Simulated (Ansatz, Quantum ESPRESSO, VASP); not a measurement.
## One structure in several programs: SiOs (P1, 8 atoms in the cell)

Self-consistent single point, at a second geometry (atoms moved at random). First geometry:

```xyz
8
Lattice="4.7660 0.0000 0.0000 0.0000 4.7660 0.0000 0.0000 0.0000 4.7660" Properties=species:S:1:pos:R:3 pbc="T T T"
Si     0.7852     1.5978     3.1682
Si     1.5978     3.1682     0.7852
Si     3.1682     0.7852     1.5978
Si     3.9807     3.9807     3.9807
Os     4.1806     2.9684     1.7976
Os     2.9684     1.7976     4.1806
Os     1.7976     4.1806     2.9684
Os     0.5854     0.5854     0.5854
```

Second geometry:
```yaml
crystal:
  lattice:
    - [4.76599, 0.00000, 0.00000]
    - [0.00000, 4.76599, 0.00000]
    - [0.00000, 0.00000, 4.76599]
  atoms:
    - { symbol: Si, position: [0.16959, 0.32308, 0.65308] }
    - { symbol: Si, position: [0.32300, 0.66851, 0.18169] }
    - { symbol: Si, position: [0.66320, 0.16170, 0.33768] }
    - { symbol: Si, position: [0.83847, 0.82834, 0.84120] }
    - { symbol: Os, position: [0.87269, 0.63065, 0.36540] }
    - { symbol: Os, position: [0.61784, 0.38138, 0.88013] }
    - { symbol: Os, position: [0.39339, 0.87856, 0.60369] }
    - { symbol: Os, position: [0.12182, 0.12779, 0.13714] }
```

Shared settings, as Ansatz (a first-principles code) writes them: kpoints.mp_grid.grid = 6 6 6; scf.occupations.method = fixed. Potentials and cutoffs stand in the table.

```json
[
 {"code": "Quantum ESPRESSO", "model": "LDA (PZ), GBRV 1.5 ultrasoft (LDA) pseudopotentials", "ΔF from the first geometry (meV/atom)": "63.4", "pressure (GPa)": "-3.72", "largest force (eV/Å)": "3.610", "gap on the mesh (eV)": "0.219", "cutoff": "40 Ry"},
 {"code": "Ansatz", "model": "LDA (PW92), PAW files made with PBE", "ΔF from the first geometry (meV/atom)": "63.2", "pressure (GPa)": "-3.69", "largest force (eV/Å)": "3.605", "gap on the mesh (eV)": "0.214", "cutoff": "420 eV"},
 {"code": "VASP", "model": "LDA (PZ), VASP's LDA PAW potentials (set 64)", "ΔF from the first geometry (meV/atom)": "64.0", "pressure (GPa)": "-3.79", "largest force (eV/Å)": "3.652", "gap on the mesh (eV)": "0.204", "cutoff": "300 eV"}
]
```

Size of the force on each atom (eV/Å): Sizes of forces hide their directions.

```
code                Si1    Si2    Si3    Si4    Os5    Os6    Os7    Os8
----------------  -----  -----  -----  -----  -----  -----  -----  -----
Quantum ESPRESSO  0.882  2.391  1.561  0.365  1.921  0.451  3.610  2.015
Ansatz            0.879  2.384  1.561  0.363  1.918  0.452  3.605  2.010
VASP              0.904  2.420  1.571  0.375  1.906  0.462  3.652  2.013
```

Gaps are read on the mesh.

On Ansatz's run: spin-orbit coupling is off. Spin polarisation is off.

The spread over the programs that give each value: ΔF from the first geometry within 0.8 meV/atom; pressure within 0.10 GPa; largest force within 0.047 eV/Å; gap on the mesh within 0.015 eV.

Ansatz's pressure is given at a fixed set of plane waves, as the other plane-wave codes print theirs; with its correction for the finite basis it is -3.63 GPa. The same LDA comes in different parametrisations, which differ slightly.

VASP's run is marked for a possible Pulay error in its stress at this cutoff; no cutoff test was made.

VASP ran the fixed occupations as a Gaussian smearing of 0.01 eV.

The starting cell comes from a database of computed structures (which also holds hypothetical and non-ambient phases and stackings), without a prior relaxation at this level. For this run, on top of that: atoms moved at random.

Left out of this page: CP2K and SIESTA (not drawn, or without a comparable value).

Keys are those of Ansatz 0.2.
